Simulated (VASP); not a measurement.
An input for Ansatz (written as the equivalent of a VASP run, and not itself run):

Ansatz 0.2 input:
```yaml
crystal:
  lattice:
    - [-0.0170220, 6.2961281, 6.2961293]
    - [6.2790893, 0.0000167, 6.2790906]
    - [3.1395530, 3.1395530, 0.0000000]
  atoms:
    - { symbol: Zn, position: [0.0024260, 0.9991912, 0.9983829] }
    - { symbol: Zn, position: [0.0024260, 0.4991912, 0.9983829] }
    - { symbol: Te, position: [0.1102014, 0.1299334, 0.2598653] }
    - { symbol: Te, position: [0.1102014, 0.6299334, 0.2598653] }
    - { symbol: Te, position: [0.6414245, 0.1195240, 0.2390515] }
    - { symbol: Te, position: [0.6414245, 0.6195240, 0.2390515] }
    - { symbol: Cd, position: [0.4959481, 0.0013515, 0.0027004] }
    - { symbol: Cd, position: [0.4959481, 0.5013515, 0.0027004] }
kpoints:
  mp_grid: { grid: [3, 3, 6] }
hamiltonian:
  xc: pbesol
  pseudopotentials: { kind: paw }
scf:
  occupations: { method: gaussian, width: 0.05 }
  max_iter: 100
relax:
  max_steps: 60
  f_tol: 0.02
  cell: {}
output: { forces: true, stress: true, eigenvalues: true }
```

Write the VASP files for the same calculation (PBEsol).

This is not unique; one that fits is 
**POSCAR**
```
Cd2Zn2Te4
1
   -0.0170220387     6.2961281193     6.2961292968
    6.2790893327     0.0000167479     6.2790905789
    3.1395530403     3.1395530403    -0.0000000000
Zn Te Cd
2 4 2
Direct
  0.0024259671   0.9991911691   0.9983828638
  0.0024259671   0.4991911691   0.9983828638
  0.1102013609   0.1299333628   0.2598652763
  0.1102013609   0.6299333628   0.2598652763
  0.6414245398   0.1195239849   0.2390514753
  0.6414245398   0.6195239849   0.2390514753
  0.4959481322   0.0013514832   0.0027003846
  0.4959481322   0.5013514832   0.0027003846
```

INCAR:
```
SIGMA=0.05   # width (eV)
EDIFF=1E-6   # SCF stop (eV)
ISIF=3   # ions, shape and volume
IBRION=2   # conjugate gradients
ALGO=Normal
ISMEAR=0
GGA=PS   # PBEsol
NSW=60   # most ionic steps
NELM=100   # most electronic steps
LMAXMIX=4
SYSTEM=Cd2Zn2Te4
ENCUT=400   # plane-wave cut-off (eV)
EDIFFG=-0.02
LASPH=.True.
LREAL=.False.
LCHARG=.False.
PREC=Accurate
LWAVE=.False.
```

File KPOINTS:
```
Automatic mesh
0
Gamma
3 3 6
0 0 0
```

POTCAR, in this order: Zn Te Cd (PBE.64 set). Program: vasp_std.

The two are equivalent in intent, not identical: each code has its own PAW files, so the cut-off isn't converted (ENCUT is set for VASP's; basis.ecutwfc is left out, and Ansatz then takes the one that its files recommend); Ansatz stops its SCF on the density residual and VASP on the energy change (EDIFF).

The structure was generated: Cd2Zn2Te4 was put into an ordered model structure (R3m), which need not be its known phase. This run relaxes it. Symmetry was kept, so distortions that lower it aren't found. The start is the result of an earlier pass.
